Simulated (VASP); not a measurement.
Level of theory: rev-vdW-DF2, VASP's PBE PAW potentials (set 64) (plane waves; VASP).

VASP input:

**KPOINTS**
```
kpoints
0
Gamma
  16 16 16
```

File POSCAR:
```
W
2.6915950
 -0.5773503314   0.5773503314   0.5773503314
  0.5773503314  -0.5773503314   0.5773503314
  0.5773503314   0.5773503314  -0.5773503314
W
1
Cart
  0.0000000000   0.0000000000   0.0000000000
```

**INCAR**
```
AGGAC = 0.0
ALGO = Normal
EDIFF = 1E-7
ENCUT = 520
GGA = MK
ISIF = 2
ISMEAR = 1
LASPH = .True.
LCHARG = .False.
LMAXMIX = 6
LREAL = .False.
LUSE_VDW = .True.
LWAVE = .False.
NELM = 100
PARAM1 = 0.1234568
PARAM2 = 0.7114
PREC = Accurate
SIGMA = 0.1
SYSTEM = W
ZAB_VDW = -1.8867
```

POTCAR, in this order: W_sv (PBE.64 set). Program: vasp_std.

Output of the run:

### OSZICAR
```
       N       E                     dE             d eps       ncg     rms          rms(c)
DAV:   1     0.787520589268E+02    0.78752E+02   -0.80272E+03  3206   0.147E+03
DAV:   2    -0.933042473841E+01   -0.88082E+02   -0.85111E+02  3448   0.335E+02
DAV:   3    -0.108356927341E+02   -0.15053E+01   -0.14962E+01  3573   0.432E+01
DAV:   4    -0.108424530499E+02   -0.67603E-02   -0.67565E-02  3463   0.326E+00
DAV:   5    -0.108425088899E+02   -0.55840E-04   -0.55839E-04  3559   0.290E-01    0.232E+01
DAV:   6    -0.104026466555E+02    0.43986E+00   -0.47563E-01  3409   0.934E+00    0.975E+00
DAV:   7    -0.102842237123E+02    0.11842E+00   -0.25626E-01  3496   0.643E+00    0.490E-01
DAV:   8    -0.102800752858E+02    0.41484E-02   -0.37976E-03  3286   0.929E-01    0.178E-01
DAV:   9    -0.102800851071E+02   -0.98213E-05   -0.33911E-05  3595   0.769E-02    0.724E-02
DAV:  10    -0.102800792910E+02    0.58162E-05   -0.12192E-05  3469   0.556E-02    0.831E-03
DAV:  11    -0.102800795575E+02   -0.26659E-06   -0.13322E-07  2396   0.509E-03    0.109E-03
DAV:  12    -0.102800794614E+02    0.96166E-07   -0.15388E-08  1796   0.184E-03
   1 F= -.10280079E+02 E0= -.10279875E+02  d E =-.612668E-03
```

File OUTCAR:
```
------------------------ aborting loop because EDIFF is reached ----------------------------------------
  FORCE on cell =-STRESS in cart. coord.  units (eV):
  Direction    XX          YY          ZZ          XY          YZ          ZX
  --------------------------------------------------------------------------------------
  Total        2.0142666      2.0142666      2.0142666     -0.0000000     -0.0000000      0.0000000
  in kB      214.9909304    214.9909304    214.9909304     -0.0000000     -0.0000000      0.0000000
  external PRESSURE =     214.9909304 kB  Pullay stress =       0.0000000 kB
  volume of cell :       15.01
      direct lattice vectors                 reciprocal lattice vectors
    -1.553993265  1.553993265  1.553993265     0.000000000  0.321751716  0.321751716
     1.553993265 -1.553993265  1.553993265     0.321751716  0.000000000  0.321751716
     1.553993265  1.553993265 -1.553993265     0.321751716  0.321751716  0.000000000
 POSITION                                       TOTAL-FORCE (eV/Angst)
 -----------------------------------------------------------------------------------
      0.00000      0.00000      0.00000         0.000000      0.000000     -0.000000
 -----------------------------------------------------------------------------------
    total drift:                                0.000000     -0.000000      0.000000
  FREE ENERGIE OF THE ION-ELECTRON SYSTEM (eV)
  ---------------------------------------------------
  free  energy   TOTEN  =       -10.2800794614 eV

  energy  without entropy=      -10.2794667937  energy(sigma->0) =      -10.27987524
```
(Selected blocks of OUTCAR.)

File OUTCAR:
```
 val. band max:       12.1685248302   @ k =  -0.3125   0.3125   0.1875

 cond. band min:      12.1905076143   @ k =   0.0625   0.0625   0.0625


 Fermi energy:        12.1713213566

 k-point     1 :       0.0000    0.0000    0.0000
  band No.  band energies     occupation
      1     -61.9918      2.00000
      2     -25.4547      2.00000
      3     -25.4547      2.00000
      4     -25.4547      2.00000
      5       2.2385      2.00000
      6      10.7921      2.00000
      7      10.7921      2.00000
      8      10.7921      2.00000
      9      14.5060      0.00000
     10      14.5060      0.00000
     11      26.8538      0.00000

 k-point     2 :       0.0625    0.0000    0.0000
  band No.  band energies     occupation
      1     -61.9854      2.00000
      2     -25.5188      2.00000
      3     -25.4743      2.00000
      4     -25.4551      2.00000
      5       2.4414      2.00000
      6      10.6673      2.00000
      7      10.7639      2.00000
      8      10.9885      2.00000
      9      14.3030      0.00000
     10      14.5061      0.00000
     11      27.0309      0.00000

 k-point     3 :       0.1250    0.0000    0.0000
  band No.  band energies     occupation
      1     -61.9670      2.00000
      2     -25.6987      2.00000
      3     -25.5301      2.00000
      4     -25.4562      2.00000
      5       3.0180      2.00000
      6      10.3304      2.00000
      7      10.6361      2.00000
      8      11.5698      2.00000
      9      13.9140     -0.00000
     10      14.5196      0.00000
     11      27.4580      0.00000

 k-point     4 :       0.1875    0.0000    0.0000
  band No.  band energies     occupation
      1     -61.9395      2.00000
      2     -25.9606      2.00000
      3     -25.6124      2.00000
      4     -25.4579      2.00000
      5       3.8624      2.00000
      6       9.8695      2.00000
      7      10.3720      2.00000
      8      12.5104     -0.00002
      9      13.7196     -0.00000
...
```

Unless said otherwise, spin-orbit coupling is left out, though it shifts the bands of the heavy elements here.

The compound is W in the bcc structure. This cell is one point of a volume scan, at 0.94 of the reference volume.
